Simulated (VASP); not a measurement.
An input for Ansatz (written as the equivalent of a VASP run, and not itself run):

Ansatz 0.2 input:
```yaml
crystal:
  lattice:
    - [3.9972697, 0.0000000, 0.0000000]
    - [0.0000000, 3.9972697, 0.0000000]
    - [0.0000000, 0.0000000, 4.2226475]
  atoms:
    - { symbol: Ba, position: [1.0000000, 0.0000000, 0.0107453] }
    - { symbol: Ti, position: [0.5000000, 0.5000000, 0.5299067] }
    - { symbol: O, position: [0.5000000, 0.5000000, 0.9592803] }
    - { symbol: O, position: [0.0000000, 0.5000000, 0.4820338] }
    - { symbol: O, position: [0.5000000, 0.0000000, 0.4820338] }
kpoints:
  mp_grid: { grid: [5, 5, 5] }
hamiltonian:
  xc: pbe
  pseudopotentials: { kind: paw }
scf:
  occupations: { method: gaussian, width: 0.05 }
  max_iter: 100
relax:
  max_steps: 60
  f_tol: 0.02
  cell: {}
output: { forces: true, stress: true, eigenvalues: true }
```

Question: Translate this input to VASP (INCAR, KPOINTS, POSCAR, choice of POTCAR).

Answer: Several could match; the one computed here: 
File POSCAR:
```
BaTiO3
1
    3.9972697471     0.0000000000     0.0000000000
    0.0000000000     3.9972697471     0.0000000000
    0.0000000000     0.0000000000     4.2226474825
Ba Ti O
1 1 3
Direct
  1.0000000000   0.0000000000   0.0107452905
  0.5000000000   0.5000000000   0.5299066772
  0.5000000000   0.5000000000   0.9592803378
  0.0000000000   0.5000000000   0.4820338472
  0.5000000000   0.0000000000   0.4820338472
```

### KPOINTS
```
Automatic mesh
0
Gamma
5 5 5
0 0 0
```

INCAR:
```
ALGO  =  Normal
EDIFF  =  1E-6
EDIFFG  =  -0.02
ENCUT  =  520
GGA  =  PE
IBRION  =  2
ISIF  =  3
ISMEAR  =  0
LASPH  =  T
LCHARG  =  F
LMAXMIX  =  4
LREAL  =  F
LWAVE  =  F
NELM  =  100
NSW  =  60
PREC  =  Accurate
SIGMA  =  0.05
SYSTEM  =  BaTiO3
```

POTCAR, in this order: Ba_sv Ti_sv O (PBE.64 set). Program: vasp_std.

Limits of the translation: each code has its own PAW files, so the cut-off isn't converted (ENCUT is set for VASP's; basis.ecutwfc is left out, and Ansatz then takes the one that its files recommend); Ansatz stops its SCF on the density residual and VASP on the energy change (EDIFF).

The compound is BaTiO3 in the tetragonal perovskite structure. This run relaxes it. Symmetry was kept, so distortions that lower it aren't found. The start is the result of an earlier pass.
